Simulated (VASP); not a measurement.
Output of a VASP run:

File OUTCAR:
```
 ion  position               nearest neighbor table
   1  0.000  0.000  0.000-
  LATTYP: Found a face centered cubic cell.
 ALAT       =     3.8719267866
 Subroutine PRICEL returns:
 Original cell was already a primitive cell.
 Subroutine GETGRP returns: Found 48 space group operations
The static configuration has the point symmetry O_h .
The dynamic configuration has the point symmetry O_h .
 Subroutine INISYM returns: Found 48 space group operations
 Subroutine IBZKPT returns following result:
 Found    195 irreducible k-points:

 Following reciprocal coordinates:
            Coordinates               Weight
  0.000000  0.000000  0.000000      1.000000
  0.055556  0.000000  0.000000      8.000000
  0.111111  0.000000  0.000000      8.000000
  0.166667  0.000000  0.000000      8.000000
  0.222222  0.000000  0.000000      8.000000
  0.277778  0.000000  0.000000      8.000000
  0.333333  0.000000  0.000000      8.000000
  0.388889  0.000000  0.000000      8.000000
  0.444444  0.000000  0.000000      8.000000
  0.500000  0.000000  0.000000      4.000000
  0.055556  0.055556  0.000000      6.000000
  0.111111  0.055556  0.000000     24.000000
  0.166667  0.055556  0.000000     24.000000
  0.222222  0.055556  0.000000     24.000000
  0.277778  0.055556  0.000000     24.000000
  0.333333  0.055556  0.000000     24.000000
  0.388889  0.055556  0.000000     24.000000
  0.444444  0.055556  0.000000     24.000000
  0.500000  0.055556  0.000000     24.000000
 -0.444444  0.055556  0.000000     24.000000
 -0.388889  0.055556  0.000000     24.000000
 -0.333333  0.055556  0.000000     24.000000
 -0.277778  0.055556  0.000000     24.000000
 -0.222222  0.055556  0.000000     24.000000
 -0.166667  0.055556  0.000000     24.000000
 -0.111111  0.055556  0.000000     24.000000
 -0.055556  0.055556  0.000000     12.000000
  0.111111  0.111111  0.000000      6.000000
  0.166667  0.111111  0.000000     24.000000
  0.222222  0.111111  0.000000     24.000000
  0.277778  0.111111  0.000000     24.000000
  0.333333  0.111111  0.000000     24.000000
  0.388889  0.111111  0.000000     24.000000
  0.444444  0.111111  0.000000     24.000000
  0.500000  0.111111  0.000000     24.000000
 -0.444444  0.111111  0.000000     24.000000
 -0.388889  0.111111  0.000000     24.000000
 -0.333333  0.111111  0.000000     24.000000
 -0.277778  0.111111  0.000000     24.000000
 -0.222222  0.111111  0.000000     24.000000
   k-points           NKPTS =    195   k-points in BZ     NKDIM =    195   number of bands    NBANDS=      8
   number of dos      NEDOS =    601   number of ions     NIONS =      1
   total plane-waves  NPLWV =   8000
   dimension x,y,z NGX =    20 NGY =   20 NGZ =   20
   dimension x,y,z NGXF=    40 NGYF=   40 NGZF=   40
   ions per type =               1
   PREC   = accura    normal or accurate (medium, high low for compatibility)
   ISTART =      0    job   : 0-new  1-cont  2-samecut
   ICHARG =      2    charge: 1-file 2-atom 10-const
   ISPIN  =      1    spin polarized calculation?
   LNONCOLLINEAR =      F non collinear calculations
   LSORBIT =      F    spin-orbit coupling
   INIWAV =      1    electr: 0-lowe 1-rand  2-diag
   ENCUT  =  520.0 eV  38.22 Ry    6.18 a.u.   5.09  5.09  5.09*2*pi/ulx,y,z
   NELM   =    100;   NELMIN=  2; NELMDL= -5     # of ELM steps
   EDIFF  = 0.1E-06   stopping-criterion for ELM
   LREAL  =      F    real-space projection
   NLSPLINE    = F    spline interpolate recip. space projectors
   LMAXMIX     =    6 max onsite mixed and CHGCAR
   VOSKOWN=      0    Vosko Wilk Nusair interpolation
   EDIFFG = 0.1E-05   stopping-criterion for IOM
   NSW    =      0    number of steps for IOM
   NBLOCK =      1;   KBLOCK =      1    inner block; outer block
   IBRION =     -1    ionic relax: 0-MD 1-quasi-New 2-CG
   NFREE  =      0    steps in history (QN), initial steepest desc. (CG)
...
```

File OSZICAR:
```
       N       E                     dE             d eps       ncg     rms          rms(c)
DAV:   1     0.424487726168E+02    0.42449E+02   -0.44230E+03  3176   0.102E+03
DAV:   2    -0.875102647979E+01   -0.51200E+02   -0.49567E+02  3128   0.206E+02
DAV:   3    -0.941281712278E+01   -0.66179E+00   -0.65984E+00  4616   0.314E+01
DAV:   4    -0.941698164389E+01   -0.41645E-02   -0.41696E-02  3944   0.175E+00
DAV:   5    -0.941700787462E+01   -0.26231E-04   -0.26063E-04  4680   0.913E-02    0.142E+01
DAV:   6    -0.893999222413E+01    0.47702E+00   -0.10391E+00  3664   0.142E+01    0.577E+00
DAV:   7    -0.885593428875E+01    0.84058E-01   -0.31258E-01  4032   0.725E+00    0.155E+00
DAV:   8    -0.885073792419E+01    0.51964E-02   -0.18697E-03  3440   0.669E-01    0.595E-01
DAV:   9    -0.884968524238E+01    0.10527E-02   -0.88084E-04  4120   0.492E-01    0.128E-02
DAV:  10    -0.884969370804E+01   -0.84657E-05   -0.40404E-06  4272   0.199E-02    0.549E-03
DAV:  11    -0.884969455720E+01   -0.84916E-06   -0.16145E-07  4072   0.422E-03    0.601E-04
DAV:  12    -0.884969439088E+01    0.16632E-06   -0.64700E-09  2032   0.105E-03    0.621E-05
DAV:  13    -0.884969437066E+01    0.20215E-07   -0.26714E-10  1768   0.191E-04
   1 F= -.88496944E+01 E0= -.88496944E+01  d E =0.000000E+00
```

### OUTCAR
```
------------------------ aborting loop because EDIFF is reached ----------------------------------------
  FORCE on cell =-STRESS in cart. coord.  units (eV):
  Direction    XX          YY          ZZ          XY          YZ          ZX
  --------------------------------------------------------------------------------------
  Total        0.0070133      0.0070133      0.0070133      0.0000000      0.0000000      0.0000000
  in kB        0.7743030      0.7743030      0.7743030      0.0000000      0.0000000      0.0000000
  external PRESSURE =       0.7743030 kB  Pullay stress =       0.0000000 kB
  volume of cell :       14.51
      direct lattice vectors                 reciprocal lattice vectors
     0.000000000  1.935963393  1.935963393    -0.258269346  0.258269346  0.258269346
     1.935963393  0.000000000  1.935963393     0.258269346 -0.258269346  0.258269346
     1.935963393  1.935963393  0.000000000     0.258269346  0.258269346 -0.258269346
 POSITION                                       TOTAL-FORCE (eV/Angst)
 -----------------------------------------------------------------------------------
      0.00000      0.00000      0.00000         0.000000      0.000000      0.000000
 -----------------------------------------------------------------------------------
    total drift:                               -0.000000     -0.000000     -0.000000
  FREE ENERGIE OF THE ION-ELECTRON SYSTEM (eV)
  ---------------------------------------------------
  free  energy   TOTEN  =        -8.8496943707 eV

  energy  without entropy=       -8.8496943707  energy(sigma->0) =       -8.84969437

 total charge

# of ion       s       p       d       tot
------------------------------------------
    1        0.660   0.708   6.945   8.313
```
(Selected blocks of OUTCAR.)

**POSCAR**
```
Ir
1
    0.0000000000     1.9359633933     1.9359633933
    1.9359633933     0.0000000000     1.9359633933
    1.9359633933     1.9359633933     0.0000000000
Ir
1
Direct
  0.0000000000   0.0000000000   0.0000000000
```

**Question.** Write an INCAR and KPOINTS that could have produced this output.

**Answer.** One answer among several that fit: the input of the run itself, PBE GGA, plane waves, VASP's PBE PAW potentials (set 64).

### INCAR
```
ALGO  =  Normal
EDIFF  =  1E-7
ENCUT  =  520
GGA  =  PE
ISIF  =  2
ISMEAR  =  -5
LASPH  =  .TRUE.
LCHARG  =  .TRUE.
LMAXMIX  =  6
LORBIT  =  11
LREAL  =  .FALSE.
LWAVE  =  .FALSE.
NEDOS  =  601
NELM  =  100
PREC  =  Accurate
SYSTEM  =  Ir
```

### KPOINTS
```
Automatic mesh
0
Gamma
18 18 18
0 0 0
```

POTCAR, in this order: Ir (PBE.64 set). Program: vasp_std.

For a metal the tetrahedron method with Blöchl corrections gives inexact stress and forces.

The compound is Ir in the fcc structure. It was relaxed first.
